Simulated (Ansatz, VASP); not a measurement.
**SbP: VASP beside Ansatz**

Aim: how closely do two programs agree when they are given the same cell, functional and k mesh? The cell is generated by rule, not measured, and may not be a known phase. The cell is taken from a series of VASP runs on this material, whose earlier steps may have relaxed, scaled or displaced it; both programs get it as it stands.

Main program and level: Ansatz 0.2.0; plane waves, with VASP 6.6.1 beside it; band structure at PBEsol, spin-orbit coupling.

The structure was built from a prototype and need not be the compound's stable phase.

## Step 1: The starting structure

The structure is cubic, space group Pm-3m (No. 221). Conventional cell: a = 3.334 Å, b = 3.334 Å, c = 3.334 Å, α = 90.00°, β = 90.00°, γ = 90.00°. Nearest to Sb lie 8 P at 2.89 Å. Nearest to P lie 8 Sb at 2.89 Å. Farther neighbours are not listed.

## Step 2: VASP: band structure, PBEsol, spin-orbit coupling

A single point gives forces, pressure and levels at one fixed geometry, so differences don't come from the geometry; what else differs is listed under the comparison.

Lines of VASP's logs that name or quote its potential files are left out, and so is its time.

The input, INCAR:

```
SYSTEM = SbP
PREC = Accurate
ENCUT = 400
EDIFF = 1E-06
NELM = 100
ISMEAR = 0
SIGMA = 0.02
LREAL = .FALSE.
ALGO = Normal
GGA = PS
LNONCOLLINEAR = .TRUE.
MAGMOM = 0 0 0 0 0 0
NBANDS = 22
GGA_COMPAT = .FALSE.
LASPH = .TRUE.
LSORBIT = .TRUE.
LORBIT = 11
LWAVE = .FALSE.
LCHARG = .FALSE.
KPAR = 4
ISIF = 2
```

The input, POSCAR:

```
SbP
1.0
    3.3342000000      0.0000000000      0.0000000000
    0.0000000000      3.3342000000      0.0000000000
    0.0000000000      0.0000000000      3.3342000000
Sb P
1 1
Direct
    0.0000000000      0.0000000000      0.0000000000
    0.5000000000      0.5000000000      0.5000000000
```

The input, KPOINTS:

```
Automatic mesh
0
Gamma
8 8 8
0 0 0
```

The input, KPOINTS_OPT:

```
Line mode
16
Line-mode
Reciprocal
  0.00000000   0.00000000   0.00000000 GAMMA
  0.00000000   0.50000000   0.00000000 X

  0.00000000   0.50000000   0.00000000 X
  0.50000000   0.50000000   0.00000000 M

  0.50000000   0.50000000   0.00000000 M
  0.00000000   0.00000000   0.00000000 GAMMA

  0.00000000   0.00000000   0.00000000 GAMMA
  0.50000000   0.50000000   0.50000000 R

  0.50000000   0.50000000   0.50000000 R
  0.00000000   0.50000000   0.00000000 X

  0.50000000   0.50000000   0.00000000 M
  0.50000000   0.50000000   0.50000000 R
```

PAW data sets: Sb and P (PBE family, release 64).

Started as:

```
$ mpirun -np 4 vasp_ncl
```

Numbers of over 12 decimals in the logs are rounded to 6 here.

The log of the run:

```text
[banner, memory and clock lines left out]
running    4 mpi-ranks, on    1 nodes
 distrk:  each k-point on    1 cores,    4 groups
 distr:  one band on    1 cores,    1 groups

 POSCAR found type information on POSCAR SbP
 POSCAR found :  2 types and       2 ions
|                                                                             |
|               ----> ADVICE to this user running VASP <----                  |
|                                                                             |
|     You enforced a specific xc type in the INCAR file but a different       |
|     [... a line on the potential file left out ...]
|     I HOPE YOU KNOW WHAT YOU ARE DOING!                                     |
|                                                                             |

 LDA part: xc-table for (Slater+PW92), standard interpolation
 POSCAR, INCAR and KPOINTS ok, starting setup
 FFT: planning ... GRIDC
 FFT: planning ... GRID_SOFT
 FFT: planning ... GRID
 WAVECAR not read
 entering main loop
       N       E                     dE             d eps       ncg     rms          rms(c)
DAV:   1     0.263697869924E+02    0.26370E+02   -0.30990E+03  1540   0.599E+02
DAV:   2    -0.798214965747E+01   -0.34352E+02   -0.32779E+02  2020   0.122E+02
DAV:   3    -0.964476850932E+01   -0.16626E+01   -0.16356E+01  1938   0.267E+01
DAV:   4    -0.965912998534E+01   -0.14361E-01   -0.14353E-01  1792   0.300E+00
DAV:   5    -0.965929147276E+01   -0.16149E-03   -0.16149E-03  1912   0.321E-01    0.441E+00
DAV:   6    -0.954864017269E+01    0.11065E+00   -0.14623E-01  1672   0.234E+00    0.264E+00
DAV:   7    -0.954312937023E+01    0.55108E-02   -0.35806E-02  1888   0.101E+00    0.115E+00
DAV:   8    -0.954120934268E+01    0.19200E-02   -0.17148E-03  1714   0.272E-01    0.581E-01
DAV:   9    -0.954091645295E+01    0.29289E-03   -0.47291E-04  1780   0.133E-01    0.543E-02
DAV:  10    -0.954088734700E+01    0.29106E-04   -0.74193E-05  1702   0.567E-02    0.233E-02
DAV:  11    -0.954088603689E+01    0.13101E-05   -0.10714E-05  1666   0.238E-02    0.418E-03
DAV:  12    -0.954088603015E+01    0.67485E-08   -0.83915E-07  1420   0.700E-03
   1 F= -.95408860E+01 E0= -.95403650E+01  d E =-.104209E-02  mag=    -0.0000     0.0000     0.0000
 Start KPOINTS_OPT (optional k-point list driver)
k-point batch [1-35\96]
       N       E                     dE             ncg
DAV:   1     0.296738935344E+04   -0.39174E+04     1540
DAV:   2     0.172092206631E+04   -0.12465E+04     2044
DAV:   3     0.165242671506E+04   -0.68495E+02     1954
DAV:   4     0.165188740730E+04   -0.53931E+00     1848
DAV:   5     0.165188165732E+04   -0.57500E-02     1896
DAV:   6     0.165188156283E+04   -0.94493E-04     1826
DAV:   7     0.165188156104E+04   -0.17882E-05     1798
DAV:   8     0.165188156093E+04   -0.10722E-06     1240
[...]
k-point batch [71-96\96]
       N       E                     dE             ncg
DAV:   1     0.551241026916E+04   -0.65916E+04     1144
DAV:   2     0.468228004897E+04   -0.83013E+03     1460
DAV:   3     0.463655607609E+04   -0.45724E+02     1458
DAV:   4     0.463622567674E+04   -0.33040E+00     1332
DAV:   5     0.463622211648E+04   -0.35603E-02     1380
DAV:   6     0.463622205829E+04   -0.58192E-04     1326
DAV:   7     0.463622205726E+04   -0.10295E-05     1200
DAV:   8     0.463622205718E+04   -0.75309E-07      888
```

OUTCAR, selected parts (step 2):

```text
ion  position               nearest neighbor table
   1  0.000  0.000  0.000-   2 2.89   2 2.89   2 2.89   2 2.89   2 2.89   2 2.89   2 2.89   2 2.89

  LATTYP: Found a simple cubic cell.
 ALAT       =     3.3342000000

 Subroutine GETGRP returns: Found 48 space group operations
 (whereof 48 operations were pure point group operations)

The static configuration has the point symmetry O_h .

 Found     35 irreducible k-points:

   k-points           NKPTS =     35   k-points in BZ     NKDIM =     35   number of bands    NBANDS=     22

   dimension x,y,z NGX =    24 NGY =   24 NGZ =   24
   dimension x,y,z NGXF=    48 NGYF=   48 NGZF=   48

   ENCUT  =  400.0 eV  29.40 Ry    5.42 a.u.   5.44  5.44  5.44*2*pi/ulx,y,z

   NELECT =      10.0000    total number of electrons

 k-points in reciprocal lattice and weights: Automatic mesh
   0.00000000  0.00000000  0.00000000       0.002
   0.12500000  0.00000000  0.00000000       0.012
   0.25000000  0.00000000  0.00000000       0.012
   0.37500000  0.00000000  0.00000000       0.012
   0.50000000  0.00000000  0.00000000       0.006
   0.12500000  0.12500000  0.00000000       0.023
   0.25000000  0.12500000  0.00000000       0.047
   0.37500000  0.12500000  0.00000000       0.047
   0.50000000  0.12500000  0.00000000       0.023
[...]
0.50000000  0.50000000  0.37500000       0.012
   0.50000000  0.50000000  0.50000000       0.002

 average (electrostatic) potential at core
       1 -82.6878       2 -78.6434

 E-fermi :  10.1632

 k-point     1 :       0.0000    0.0000    0.0000
  band No.  band energies     occupation
    ...
      6       7.5699      1.00000
      7       7.9127      1.00000
      8       7.9127      1.00000
      9       7.9127      1.00000
     10       7.9127      1.00000
     11      13.0354      0.00000
     12      13.0354      0.00000
     13      13.0354      0.00000
     14      13.0354      0.00000
     15      16.8270      0.00000
    ...

 k-point     2 :       0.1250    0.0000    0.0000
  band No.  band energies     occupation
    ...
      6       7.8231      1.00000
      7       8.1176      1.00000
      8       8.1176      1.00000
      9       8.1602      1.00000
     10       8.1602      1.00000
     11      13.2104      0.00000
     12      13.2104      0.00000
     13      14.2546      0.00000
     14      14.2546      0.00000
     15      16.0945      0.00000
    ...

 k-point     3 :       0.2500    0.0000    0.0000
  band No.  band energies     occupation
    ...
      6       8.4425      1.00000
      7       8.7183      1.00000
      8       8.7183      1.00000
      9       8.7626      1.00000
     10       8.7626      1.00000
     11      13.7291      0.00000
     12      13.7291      0.00000
     13      14.2353      0.00000
     14      14.2353      0.00000
     15      14.7611      0.00000
    ...

  Total        1.4375717      1.4375717      1.4375717      0.0000000      0.0000000     -0.0000000
  in kB       62.1391265     62.1391265     62.1391265      0.0000000      0.0000000     -0.0000000
  external PRESSURE =      62.1391265 kB  Pullay stress =       0.0000000 kB

  energy-cutoff  :      400.00
  volume of cell :       37.07
      direct lattice vectors                 reciprocal lattice vectors
     3.334200000  0.000000000  0.000000000     0.299922020  0.000000000  0.000000000
     0.000000000  3.334200000  0.000000000     0.000000000  0.299922020  0.000000000
     0.000000000  0.000000000  3.334200000     0.000000000  0.000000000  0.299922020

 POSITION                                       TOTAL-FORCE (eV/Angst)
 -----------------------------------------------------------------------------------
      0.00000      0.00000      0.00000         0.000000      0.000000      0.000000
      1.66710      1.66710      1.66710         0.000000      0.000000      0.000000
 -----------------------------------------------------------------------------------
    total drift:                               -0.000000     -0.000000     -0.000000

  FREE ENERGIE OF THE ION-ELECTRON SYSTEM (eV)
  ---------------------------------------------------
  free  energy   TOTEN  =        -9.5408860301 eV

  energy  without entropy=       -9.5398439422  energy(sigma->0) =       -9.54036499

 Spin-Orbit-Coupling matrix elements
 Ion:    1  E_soc:     -0.1167198
 Ion:    2  E_soc:     -0.0012672

 total charge
# of ion       s       p       d       tot
------------------------------------------
    1        1.249   1.031   0.078   2.358
    2        1.120   1.276   0.000   2.397
--------------------------------------------------
tot          2.369   2.308   0.078   4.755

 magnetization (x)
# of ion       s       p       d       tot
------------------------------------------
    1        0.000  -0.000  -0.000   0.000
    2       -0.000   0.000   0.000   0.000
--------------------------------------------------
tot          0.000   0.000  -0.000   0.000

 magnetization (y)
# of ion       s       p       d       tot
------------------------------------------
    1        0.000   0.000   0.000   0.000
    2       -0.000   0.000   0.000   0.000
--------------------------------------------------
tot          0.000   0.000   0.000   0.000

 magnetization (z)
# of ion       s       p       d       tot
------------------------------------------
    1       -0.000  -0.000  -0.000  -0.000
    2        0.000   0.000   0.000   0.000
--------------------------------------------------
tot         -0.000   0.000  -0.000  -0.000

[... 3 further parts left out ...]
```

The run ends at a pressure of 6.21 GPa.

## Step 3: Ansatz: band structure, PBEsol, spin-orbit coupling

Ansatz runs on its fully relativistic PAW (standard-fr) files.

The same cell, functional, mesh and smearing now go to Ansatz, which takes its cutoff from its data sets.

The input, input.yaml:

```yaml
crystal:
  lattice:
    - [3.3342, 0.0, 0.0]
    - [0.0, 3.3342, 0.0]
    - [0.0, 0.0, 3.3342]
  atoms:
    - { symbol: Sb, position: [0.0, 0.0, 0.0] }
    - { symbol: P, position: [0.5, 0.5, 0.5] }
hamiltonian:
  xc: pbesol
  pseudopotentials: { kind: paw_fr }
magnetization:
  noncollinear: true
  spin_orbit: true
kpoints:
  mp_grid: { grid: [8, 8, 8] }
  band_path:
    path:
      - [0.0, 0.0, 0.0]
      - [0.0, 0.1, 0.0]
      - [0.0, 0.2, 0.0]
      - [0.0, 0.3, 0.0]
      - [0.0, 0.43333, 0.0]
      - [0.0, 0.5, 0.0]
      - [0.1, 0.5, 0.0]
      - [0.2, 0.5, 0.0]
      - [0.33333, 0.5, 0.0]
      - [0.43333, 0.5, 0.0]
      - [0.5, 0.5, 0.0]
      - [0.36667, 0.36667, 0.0]
      - [0.26667, 0.26667, 0.0]
      - [0.16667, 0.16667, 0.0]
      - [0.06667, 0.06667, 0.0]
      - [0.03333, 0.03333, 0.03333]
      - [0.13333, 0.13333, 0.13333]
      - [0.23333, 0.23333, 0.23333]
      - [0.33333, 0.33333, 0.33333]
      - [0.46667, 0.46667, 0.46667]
      - [0.46667, 0.5, 0.46667]
      - [0.36667, 0.5, 0.36667]
      - [0.23333, 0.5, 0.23333]
      - [0.13333, 0.5, 0.13333]
      - [0.03333, 0.5, 0.03333]
      - [0.5, 0.5, 0.03333]
      - [0.5, 0.5, 0.16667]
      - [0.5, 0.5, 0.26667]
      - [0.5, 0.5, 0.36667]
      - [0.5, 0.5, 0.5]
    npoints: 1
scf:
  occupations: { method: gaussian, width: 0.02 }
  n_extra_bands: 14
output:
  forces: true
  stress: true
  eigenvalues: true
```

Started as:

```
$ ansatz run input.yaml --threads 2 --pin off --max-ram 4608MiB --backend cpu --events-out ev --progress --plain --runs-dir out
```

The log of the run:

```text
scf.n_extra_bands = 14 over 20 filled bands (N_el = 20.0): the run solves 34 bands
Engine: ansatz 0.2.0, aarch64-unknown-linux-gnu
Pseudopotentials: kind: paw_fr
Pseudopotential: Sb, paw_fr, valence charge 15, recommended cutoff 420 eV (normal), Sb.paw.azcp#standard-fr
Pseudopotential: P, paw_fr, valence charge 5, recommended cutoff 420 eV (normal), P.paw.azcp#standard-fr
Functional definition: PBEsol
  exchange = pbesol_x
  correlation = pbesol_c
non-collinear run that drives no moment, with spin-orbit: no starting moment large enough to seed its density (crystal.atoms[].spin), no starting occupations that ask for one, no magnetisation constraint and no magnetic field, so the semilocal B_xc is pinned to zero
Crystal: 2 atoms, lattice volume = 37.066 Å³
Basis set: ecut = 420 eV, 739 PW (Γ), exchange–correlation on 48×48×48 points (8 copies of the dense FFT grid, shifted against one another)
Bands: 34, of which v1, the nominal top of the filled ones, is band 20 counted from 1 (19 counted from 0)
Symmetry: 48 space group operations + 48 with time reversal
Magnetic group: BNS 221.93 (UNI 1595), of the structure as read, at distance tolerance 3.3e-5 Å
k-points: 35 of 512
Projection manifold: j_resolved (fully-relativistic pseudo-atomic orbitals)
Non-local potential: Sb, projectors of the file, l = 0: 2, l = 1: 4, l = 2: 4, l = 3: 4
Non-local potential: P, projectors of the file, l = 0: 2, l = 1: 4, l = 2: 4
PAW form: soft (Blöchl's): semilocal exchange-correlation on the pseudo side does not see the compensation charge
PAW frozen core: Sb, regenerated for the run's functional, and the local potential with it (the file was generated under x = pbe(κ = 0.804, μ = 0.219515), c = pbe(β = 0.066725))
PAW frozen core: P, regenerated for the run's functional, and the local potential with it (the file was generated under x = pbe(κ = 0.804, μ = 0.219515), c = pbe(β = 0.066725))
PAW one-centre angular grid: Sb, 590 points (default); XC on 64 Gauss nodes
PAW one-centre angular grid: P, 110 points (default); XC on 64 Gauss nodes
Initial density: superposition of atomic densities (chi_scale 0.1, normalization cell, long waves kept (reshape's long-wave potential 0.00 eV rms))
Initial wavefunctions: pseudopotential atomic-orbital guess
Functional: x = pbesol(κ = 0.804, μ = 0.123457), c = pbesol(β = 0.046)
SCF iter   1: F=—  HF=-7149.710212 eV  |F-HF|=—  |Δ(HF+E_count)|=         —  Δρ=2.03e-2  dr2=2.70e-1  dr2_m=0.00e0 (ungated)  ethr=3.10e-3  |M|=0.00e0 ∫|m|=0.00e0 μB  |m|>n=0.0e0 m-floor=0.0e0 τ_xc=0.0e0  β_m=0.30  ⟨swp⟩=8.9  Hψ=3685  notcnv=0  defer=52
preconditioner: auto → none  [metal: Δε(μ)=0.020 eV  Ē_g=12.816 eV  σ=0.020 eV  W_gap=0.46  n_scr=6 (ndim 8)  ℏωp=19.3 eV  f_vac=0.000  D(μ)=4.62/eV (n_scr^D=80)  sad-step TF]
SCF iter   2: F=—  HF=-7149.669439 eV  |F-HF|=—  |Δ(HF+E_count)|=   4.08e-2  Δρ=1.51e-2  dr2=1.42e-1  dr2_m=0.00e0 (ungated)  ethr=1.35e-3  |M|=0.00e0 ∫|m|=0.00e0 μB  |m|>n=0.0e0 m-floor=0.0e0 τ_xc=0.0e0  β_m=0.65  ⟨swp⟩=1.4  Hψ=750  notcnv=0  defer=164
SCF iter   3: F=—  HF=-7149.628706 eV  |F-HF|=—  |Δ(HF+E_count)|=   4.07e-2  Δρ=2.00e-3  dr2=8.74e-4  dr2_m=0.00e0 (ungated)  ethr=7.12e-4  |M|=0.00e0 ∫|m|=0.00e0 μB  |m|>n=0.0e0 m-floor=0.0e0 τ_xc=0.0e0  β_m=0.68  ⟨swp⟩=3.0  Hψ=828  notcnv=0  defer=230
SCF iter   4: F=—  HF=-7149.627873 eV  |F-HF|=—  |Δ(HF+E_count)|=   8.34e-4  Δρ=5.51e-4  dr2=1.06e-4  dr2_m=0.00e0 (ungated)  ethr=4.37e-6  |M|=0.00e0 ∫|m|=0.00e0 μB  |m|>n=0.0e0 m-floor=0.0e0 τ_xc=0.0e0  β_m=0.67  ⟨swp⟩=2.0  Hψ=991  notcnv=0  defer=252
SCF iter   5: F=—  HF=-7149.627846 eV  |F-HF|=—  |Δ(HF+E_count)|=   2.70e-5  Δρ=1.31e-4  dr2=2.75e-6  dr2_m=0.00e0 (ungated)  ethr=5.30e-7  |M|=0.00e0 ∫|m|=0.00e0 μB  |m|>n=0.0e0 m-floor=0.0e0 τ_xc=0.0e0  β_m=0.80  ⟨swp⟩=2.5  Hψ=825  notcnv=0  defer=252
SCF iter   6: F=—  HF=-7149.627847 eV  |F-HF|=—  |Δ(HF+E_count)|=   1.87e-6  Δρ=9.03e-6  dr2=2.40e-8  dr2_m=0.00e0 (ungated)  ethr=5.00e-10  |M|=0.00e0 ∫|m|=0.00e0 μB  |m|>n=0.0e0 m-floor=0.0e0 τ_xc=0.0e0  β_m=0.90  ⟨swp⟩=10.6  Hψ=3467  notcnv=0
SCF iter   7: F=-7149.627847 eV  HF=-7149.627847 eV  |F-HF|=1.01e-9  |Δ(HF+E_count)|=   1.93e-9  Δρ=1.59e-6  dr2=1.24e-9  dr2_m=0.00e0 (ungated)  ethr=1.20e-10  |M|=0.00e0 ∫|m|=0.00e0 μB  |m|>n=0.0e0 m-floor=0.0e0 τ_xc=0.0e0  ⟨swp⟩=2.0  Hψ=1552  notcnv=0
SCF 1 converged in 7 iterations: F = -7149.627847 eV  dr2 = 1.24e-9
  greatest PAW one-centre occupation: 0.996 electrons in one spin orbital (limit 2), on the Sb atom at site 0 (counted from 0), in its partial waves of l = 2
NSCF: frozen V_eff on 30 k-points
SCF converged after 7 iterations
Magnetization: |M| = 0.0000 μB,  M = (+0.0000, +0.0000, +0.0000) μB
Absolute magnetization: 0.0000 μB (∫|m|)
  site 0: m = (+0.0000, +0.0000, +0.0000) μB, |m| = 0.0000 μB  (R = 1.19 Å)
  site 1: m = (+0.0000, +0.0000, +0.0000) μB, |m| = 0.0000 μB  (R = 1.19 Å)
Free energy (F): -7149.627847 eV
Harris-Foulkes:  -7149.627847 eV  (|F-HF|=1.01e-9)
Internal energy: -7149.626801 eV  (E = F + TS)
E sigma→0 (E₀):  -7149.627324 eV
Entropy (-TS):   -0.001046 eV (-0.523 meV/atom)
Fermi energy:    12.976862 eV
--- Per-component energies (eV) ---
  E_band       = -91.310433
  E_kinetic    = 279.785169
  E_local      = -1452.383685  (includes V_loc(G=0)·N_el)
  E_nonlocal   = 398.751725
  E_hartree    = 671.650815
  E_xc         = -200.272832
  E_vxc        = -159.571814  (∫ρ·V_xc dr)
  E_paw        = -5056.081461  (= ΣΔE_a)
  E_vpaw       = -501.192282  (= ΣTr[D̂ρ^β])
  E_aug_tail   = 0.000002  (compensation charges beyond the density's cutoff)
  E_ewald      = -1791.457997
  E_core_change = 0.381465  (= ΣΔE_core)
  E_smearing   = -0.001046  (= −TS)
  E_closure    = 0.000000  (closes the sum)
  Σ components = -7149.627847   (vs F -7149.627847, Δ=0.00e0)
--- Forces (eV/Å), atoms counted from 1 ---
  atom   1  Sb    -0.00000000    -0.00000000    -0.00000000
  atom   2  P      0.00000000     0.00000000     0.00000000
  max |Σ_I F_I| component: 4.93e-30 eV/Å
--- Stress (GPa, compression-positive) ---
        6.222182      -0.000000       0.000000
        0.000000       6.222182       0.000000
        0.000000       0.000000       6.222182
  P = ⅓ Tr σ = 6.2222 GPa (62.222 kbar)
--- Band table (eV; the first three rows and the last of 35) ---
  k-point 0: bands = [... 16 lower, 10.7354, 10.7354, 10.7354, 10.7354, 15.8609, 15.8609, 15.8609, 15.8609, ... 10 higher]
  k-point 1: bands = [... 16 lower, 10.9402, 10.9402, 10.9791, 10.9791, 16.0363, 16.0363, 17.0857, 17.0857, ... 10 higher]
  k-point 2: bands = [... 16 lower, 11.5402, 11.5402, 11.5787, 11.5787, 16.5554, 16.5554, 17.0319, 17.0319, ... 10 higher]
  k-point 34: bands = [... 16 lower, 9.3874, 9.3874, 9.4066, 9.4066, 9.4066, 9.4066, 9.7394, 9.7394, ... 10 higher]
```

Run time: 13 s. Hardware: 2 threads of Arm Neoverse N1, shared host; peak memory 0.44 GiB; 25 s of CPU time.

The column dr2 measures how far the density is from self-consistency, as an energy; F and HF (Harris–Foulkes) agree once it is small.

## Step 4: Differences

Known differences besides the potentials themselves: spin-orbit coupling enters by fully relativistic files in Ansatz and inside the spheres in VASP; the data sets hold 20 valence electrons in Ansatz (fully relativistic PAW (standard-fr) files) and 10 in VASP; the cutoff is 420 eV in Ansatz and 400 eV in VASP; Ansatz makes its cores anew for this functional, VASP keeps those of its PBE data sets. Total energies have different zeros and are not compared.

Both answers:

| quantity | Ansatz | VASP | difference |
| --- | --- | --- | --- |
| pressure (GPa) | 6.22 | 6.21 | +0.01 |
| pressure without Ansatz's Pulay correction (GPa) | 6.17 | 6.21 | -0.04 |

Levels from 3 eV below to 2 eV above the Fermi level differ by 7 meV r.m.s. and 15 meV at most; each VASP level is matched to the nearest of Ansatz, which flatters the figure a little. Ansatz's pressure holds a Pulay correction of 0.05 GPa; VASP's holds none.

## Step 5: What came out

```json
{
 "r.m.s. difference of levels near the Fermi level (band structure, PBEsol, spin-orbit coupling)": "6.9 meV"
}
```

In words: The r.m.s. difference of levels near the Fermi level is 6.9 meV (band structure, PBEsol, spin-orbit coupling), within the 80 meV picked in this series as the mark of a large difference. 1 further run of this series is not shown here. Such differences can come from data sets, numerical settings and the points named under the comparisons, not from the functional's error against experiment.

[Lines on the potential files, build, host, timing and source positions are cut from VASP's logs without a mark.]

[Logs are printed without paths, hosts, clocks, repeated set-up lines and the standing remarks that a program may print on its own settings, such as how far it seeks lower states.]

[Hosts, paths, dates, database ids (printed as entryN), source tags and the programs' standing remarks are cut or masked in the printed files.]
